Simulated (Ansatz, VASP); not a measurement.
## NbB2 in VASP and in Ansatz

File INCAR:

```
PREC = Accurate
ENCUT = 520
EDIFF = 1E-6
ISMEAR = 0
SIGMA = 0.15
LREAL = F
LASPH = T
NELM = 100
ALGO = Fast
ISIF = 2
LWAVE = F
LCHARG = T
LELF = T
LVHAR = T
NBANDS = 16
```

Contents of KPOINTS:

```
regular mesh
0
Gamma
  18 18 14
```

Contents of POSCAR:

```
NbB2
1.0
    2.9183819260      0.0000000000      0.0000000000
   -1.4591909630      2.5273928859      0.0000000000
    0.0000000000      0.0000000000      3.2813216790
Nb B
1 2
Direct
    0.0000000000      0.0000000000      0.0000000000
    0.3333333333      0.6666666667      0.5000000000
    0.6666666667      0.3333333333      0.5000000000
```

Input for Ansatz:

```yaml
crystal:
  lattice:
    - [2.918381926, 0.0, 0.0]
    - [-1.459190963, 2.5273928859, 0.0]
    - [0.0, 0.0, 3.281321679]
  atoms:
    - { symbol: Nb, position: [0.0, 0.0, 0.0] }
    - { symbol: B, position: [0.3333333333, 0.6666666667, 0.5] }
    - { symbol: B, position: [0.6666666667, 0.3333333333, 0.5] }
basis:
  ecutwfc: 420
kpoints:
  mp_grid: { grid: [18, 18, 14] }
hamiltonian:
  xc: lda
scf:
  occupations: { method: gaussian, width: 0.15 }
output:
  forces: true
  stress: true
  eigenvalues: true
```

Change from the starting cell: strain -0.050 along x and y, +0.000 along z, atoms carried along.

Alike in both runs: task single point; functional LDA; k mesh 18 × 18 × 14; occupations gaussian, width 0.15 eV; no spin polarisation.

```csv
,VASP,Ansatz
version,VASP 6.6.1,Ansatz 0.2.0
potentials or method,"VASP PAW LDA potentials, release 64 (Nb_sv, B)","scalar-relativistic, plane waves, PAW"
plane-wave cutoff (eV),520,420
valence electrons in the cell,19,19
```

Ansatz gave:

* gap on the k mesh at the Fermi level (eV): none
* pressure (GPa): 40.7
* largest component of the traceless stress (GPa): 12.76

**Question.** Which values does VASP return?

**Answer.** gap on the k mesh at the Fermi level (eV): none; pressure (GPa): 40.8; largest component of the traceless stress (GPa): 12.96.

A gap of «none» marks a metal or a gap that the smearing closes.

Caveats: so large a pressure means that the cell lies far from this level's equilibrium, or that cutoff or potentials fall short (VASP).
